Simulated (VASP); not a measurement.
OSZICAR of a VASP run on Er:

OSZICAR:
```
       N       E                     dE             d eps       ncg     rms          rms(c)
DAV:   1     0.106384483801E+04    0.10638E+04   -0.20870E+04  2296   0.314E+03
DAV:   2     0.320474005997E+03   -0.74337E+03   -0.64864E+03  2868   0.846E+02
DAV:   3     0.353356805442E+02   -0.28514E+03   -0.27639E+03  2986   0.269E+02
DAV:   4    -0.110731022059E+02   -0.46409E+02   -0.44928E+02  3368   0.106E+02
DAV:   5    -0.187435637565E+02   -0.76705E+01   -0.75526E+01  3472   0.565E+01    0.132E+02
DAV:   6    -0.393758821613E+03   -0.37502E+03   -0.11218E+03  2432   0.757E+02    0.536E+02
DAV:   7    -0.592123924623E+03   -0.19837E+03   -0.48260E+02  3480   0.122E+02    0.447E+02
DAV:   8    -0.266688264968E+03    0.32544E+03   -0.20748E+02  3516   0.657E+01    0.339E+02
DAV:   9    -0.139854016180E+03    0.12683E+03   -0.42734E+03  3088   0.127E+02    0.117E+03
DAV:  10    -0.110917370556E+02    0.12876E+03   -0.53392E+02  3152   0.160E+02    0.106E+03
DAV:  11    -0.237133098125E+02   -0.12622E+02   -0.13008E+02  3080   0.508E+01    0.614E+02
DAV:  12    -0.293254439378E+02   -0.56121E+01   -0.45175E+01  3608   0.358E+01    0.211E+02
DAV:  13    -0.151742263401E+03   -0.12242E+03   -0.45443E+02  2612   0.148E+02    0.217E+02
DAV:  14    -0.103592727258E+03    0.48150E+02   -0.48732E+02  3146   0.127E+02    0.358E+02
DAV:  15    -0.934878683242E+02    0.10105E+02   -0.70775E+01  3558   0.366E+01    0.370E+02
DAV:  16    -0.999270326691E+02   -0.64392E+01   -0.20799E+01  3216   0.253E+01    0.211E+02
DAV:  17    -0.358208341433E+02    0.64106E+02   -0.15068E+02  2612   0.821E+01    0.535E+02
DAV:  18    -0.377769629083E+02   -0.19561E+01   -0.72979E+01  3316   0.423E+01    0.394E+02
DAV:  19    -0.277430288916E+02    0.10034E+02   -0.33841E+01  2754   0.310E+01    0.147E+02
DAV:  20    -0.521230983129E+02   -0.24380E+02   -0.54715E+01  2452   0.668E+01    0.142E+02
DAV:  21    -0.452169058503E+02    0.69062E+01   -0.35471E+01  3064   0.299E+01    0.153E+02
DAV:  22    -0.326519717915E+02    0.12565E+02   -0.18713E+01  2872   0.247E+01    0.950E+01
DAV:  23    -0.407929574554E+02   -0.81410E+01   -0.10304E+01  2680   0.337E+01    0.112E+02
DAV:  24    -0.429495684364E+02   -0.21566E+01   -0.50422E+00  3400   0.113E+01    0.112E+02
DAV:  25    -0.482925620842E+02   -0.53430E+01   -0.28790E+00  3128   0.930E+00    0.122E+02
DAV:  26    -0.462056644050E+02    0.20869E+01   -0.10597E+00  2984   0.768E+00    0.124E+02
DAV:  27    -0.646503936166E+02   -0.18445E+02   -0.10389E+01  2604   0.332E+01    0.141E+02
DAV:  28    -0.543048542059E+02    0.10346E+02   -0.86016E+00  2468   0.243E+01    0.144E+02
DAV:  29    -0.419801844330E+02    0.12325E+02   -0.47472E+00  2668   0.174E+01    0.136E+02
DAV:  30    -0.347871880840E+02    0.71930E+01   -0.21234E+01  2300   0.251E+01    0.119E+02
DAV:  31    -0.337480448404E+02    0.10391E+01   -0.19411E+00  3440   0.752E+00    0.115E+02
DAV:  32    -0.331463732486E+02    0.60167E+00   -0.81438E-01  2636   0.513E+00    0.112E+02
DAV:  33    -0.332177427158E+02   -0.71369E-01   -0.32652E+00  2588   0.689E+00    0.104E+02
DAV:  34    -0.245063683626E+02    0.87114E+01   -0.42977E+00  2424   0.205E+01    0.967E+01
DAV:  35    -0.153985988525E+02    0.91078E+01   -0.63752E+00  2584   0.402E+01    0.932E+01
DAV:  36    -0.159811968868E+02   -0.58260E+00   -0.22290E+00  3264   0.106E+01    0.984E+01
DAV:  37    -0.153822272229E+02    0.59897E+00   -0.81031E-01  3280   0.109E+01    0.102E+02
DAV:  38    -0.157014542030E+02   -0.31923E+00   -0.51041E-01  3200   0.553E+00    0.979E+01
DAV:  39    -0.156480086891E+02    0.53446E-01   -0.11012E-01  3440   0.264E+00    0.982E+01
DAV:  40    -0.153915095119E+02    0.25650E+00   -0.20715E-01  2680   0.410E+00    0.949E+01
DAV:  41    -0.154935996844E+02   -0.10209E+00   -0.42458E-02  2688   0.207E+00    0.954E+01
DAV:  42    -0.152602185066E+02    0.23338E+00   -0.10577E-01  2654   0.477E+00    0.955E+01
DAV:  43    -0.158935336014E+02   -0.63332E+00   -0.16518E+00  2260   0.908E+00    0.104E+02
DAV:  44    -0.157943511397E+02    0.99182E-01   -0.32055E+00  2206   0.109E+01    0.908E+01
DAV:  45    -0.234666903223E+02   -0.76723E+01   -0.20432E+01  2552   0.401E+01    0.102E+02
DAV:  46    -0.246304411322E+02   -0.11638E+01   -0.15346E+00  3236   0.114E+01    0.108E+02
DAV:  47    -0.246047667476E+02    0.25674E-01   -0.97877E-01  3166   0.637E+00    0.103E+02
DAV:  48    -0.244853821177E+02    0.11938E+00   -0.24902E-01  3528   0.299E+00    0.104E+02
DAV:  49    -0.244023884268E+02    0.82994E-01   -0.37433E-01  2854   0.405E+00    0.102E+02
DAV:  50    -0.247792526951E+02   -0.37686E+00   -0.43928E+00  2344   0.239E+01    0.102E+02
DAV:  51    -0.267567596504E+02   -0.19775E+01   -0.38662E+01  2888   0.676E+01    0.115E+02
DAV:  52    -0.274594608686E+02   -0.70270E+00   -0.17001E+01  3148   0.276E+01    0.986E+01
DAV:  53    -0.234833129746E+02    0.39761E+01   -0.86915E+00  2934   0.241E+01    0.973E+01
DAV:  54    -0.192498276576E+02    0.42335E+01   -0.11329E+01  2690   0.319E+01    0.944E+01
DAV:  55    -0.193003762729E+02   -0.50549E-01   -0.21490E+00  3094   0.727E+00    0.941E+01
DAV:  56    -0.169394907054E+02    0.23609E+01   -0.27579E+01  2340   0.393E+01    0.103E+02
DAV:  57    -0.196455087351E+02   -0.27060E+01   -0.52282E+00  2536   0.242E+01    0.939E+01
DAV:  58    -0.179187115909E+02    0.17268E+01   -0.39149E+00  2746   0.259E+01    0.762E+01
DAV:  59    -0.161504073644E+02    0.17683E+01   -0.76395E+00  2288   0.251E+01    0.843E+01
DAV:  60    -0.154428028528E+02    0.70760E+00   -0.14132E+00  3332   0.853E+00    0.829E+01
DAV:  61    -0.131262680078E+02    0.23165E+01   -0.12530E+01  2498   0.302E+01    0.729E+01
DAV:  62    -0.112794437335E+02    0.18468E+01   -0.24953E+00  2872   0.209E+01    0.581E+01
DAV:  63    -0.125170989087E+02   -0.12377E+01   -0.38292E+00  2760   0.226E+01    0.551E+01
DAV:  64    -0.123315296430E+02    0.18557E+00   -0.24211E+00  2830   0.176E+01    0.480E+01
DAV:  65    -0.123538186378E+02   -0.22289E-01   -0.10193E+00  3098   0.104E+01    0.472E+01
DAV:  66    -0.287711504418E+02   -0.16417E+02   -0.23042E+01  2420   0.624E+01    0.924E+01
DAV:  67    -0.278007994750E+02    0.97035E+00   -0.44881E+00  3076   0.358E+01    0.798E+01
DAV:  68    -0.275133861998E+02    0.28741E+00   -0.26229E+00  3356   0.134E+01    0.807E+01
DAV:  69    -0.258005258458E+02    0.17129E+01   -0.12521E+00  3192   0.106E+01    0.752E+01
DAV:  70    -0.248540509857E+02    0.94647E+00   -0.26352E+00  2968   0.155E+01    0.651E+01
DAV:  71    -0.224914785777E+02    0.23626E+01   -0.10062E+01  2256   0.433E+01    0.816E+01
DAV:  72    -0.234242773912E+02   -0.93280E+00   -0.14211E+00  2940   0.151E+01    0.816E+01
DAV:  73    -0.226769454125E+02    0.74733E+00   -0.70205E-01  3176   0.949E+00    0.772E+01
DAV:  74    -0.222232408125E+02    0.45370E+00   -0.35901E-01  3124   0.849E+00    0.749E+01
DAV:  75    -0.219974550164E+02    0.22579E+00   -0.45073E-01  3280   0.782E+00    0.711E+01
DAV:  76    -0.218871458771E+02    0.11031E+00   -0.18279E-01  3332   0.452E+00    0.703E+01
DAV:  77    -0.219191380936E+02   -0.31992E-01   -0.78833E-02  3624   0.133E+00    0.704E+01
DAV:  78    -0.217459149634E+02    0.17322E+00   -0.11862E-02  2688   0.211E+00    0.713E+01
DAV:  79    -0.217732888021E+02   -0.27374E-01   -0.17160E-02  2736   0.205E+00    0.727E+01
DAV:  80    -0.212051451517E+02    0.56814E+00   -0.18623E-01  2522   0.765E+00    0.672E+01
DAV:  81    -0.216369846678E+02   -0.43184E+00   -0.86009E+00  2328   0.423E+01    0.743E+01
DAV:  82    -0.151139663758E+02    0.65230E+01   -0.88382E+00  2424   0.312E+01    0.457E+01
DAV:  83    -0.170340815110E+02   -0.19201E+01   -0.48039E+00  2476   0.234E+01    0.567E+01
DAV:  84    -0.159989805212E+02    0.10351E+01   -0.11102E+00  2684   0.147E+01    0.554E+01
DAV:  85    -0.160516920639E+02   -0.52712E-01   -0.44394E-01  2792   0.118E+01    0.553E+01
DAV:  86    -0.160863635830E+02   -0.34672E-01   -0.12906E+01  2488   0.597E+01    0.515E+01
DAV:  87    -0.169953201289E+02   -0.90896E+00   -0.32914E+00  3012   0.173E+01    0.483E+01
DAV:  88    -0.177375033204E+02   -0.74218E+00   -0.17256E+00  3152   0.135E+01    0.478E+01
DAV:  89    -0.179442040682E+02   -0.20670E+00   -0.43267E-01  3464   0.630E+00    0.487E+01
DAV:  90    -0.179413046579E+02    0.28994E-02   -0.18611E-01  3512   0.240E+00    0.484E+01
DAV:  91    -0.188659424961E+02   -0.92464E+00   -0.11118E+01  2508   0.351E+01    0.549E+01
DAV:  92    -0.212597145023E+02   -0.23938E+01   -0.42778E+00  3000   0.236E+01    0.570E+01
DAV:  93    -0.212648092982E+02   -0.50948E-02   -0.12156E+00  3152   0.139E+01    0.506E+01
DAV:  94    -0.205515307806E+02    0.71328E+00   -0.18481E+00  3132   0.151E+01    0.470E+01
DAV:  95    -0.199943688378E+02    0.55716E+00   -0.44050E-01  3092   0.114E+01    0.461E+01
DAV:  96    -0.204222276814E+02   -0.42786E+00   -0.16241E+00  2824   0.143E+01    0.479E+01
DAV:  97    -0.203307010506E+02    0.91527E-01   -0.69191E-01  3296   0.844E+00    0.479E+01
DAV:  98    -0.204076552064E+02   -0.76954E-01   -0.18180E-01  3368   0.372E+00    0.487E+01
DAV:  99    -0.201248637519E+02    0.28279E+00   -0.12998E-01  2920   0.169E+00    0.486E+01
DAV: 100    -0.200792924290E+02    0.45571E-01   -0.31459E-02  3168   0.876E-01
   1 F= -.20079292E+02 E0= -.19779651E+02  d E =-.599283E+00  mag=     8.2332
```

Task: Which electronic solver shows in the log?

Result: It is blocked Davidson (ALGO = Normal, or the opening steps of other solvers). The INCAR had ALGO = Normal.

Task: How was spin treated?

Result: Collinear spin (ISPIN = 2): the summary line carries one mag value, 8.23 μB in the cell.

Task: Can the final energy be trusted as converged?

Result: Convergence was not reached. It stopped with EDIFF = 1E-6, NELM = 100 (PBEsol GGA, plane waves, VASP's PBE PAW potentials (set 64)).  The cell holds a wide vacuum, so values per volume refer to the whole cell.

The cell is a sheet with vacuum, built from a generated structure.
